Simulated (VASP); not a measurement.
```xyz
2
Lattice="0.0000 2.9861 2.9861 2.9861 0.0000 2.9861 2.9861 2.9861 0.0000" Properties=species:S:1:pos:R:3 pbc="T T T"
Pb     0.0000     0.0000     0.0000
S      2.9861     2.9861     2.9861
```

Method: r2SCAN meta-GGA, VASP's PBE PAW potentials (set 64) (plane waves; VASP). Numerical set-up: 400 eV cut-off, 7×7×7 Γ-centred mesh, Gaussian smearing of 0.050 eV, potentials Pb_d S.

**Question.** Predict the energy per atom (σ→0).

**Answer.** 
```yaml
energy per atom (σ→0): -32.806 eV/atom
```

Only differences to runs with the same potentials and settings are physical.

The compound is PbS in the rock salt structure. It was relaxed first. The start is the result of an earlier pass.
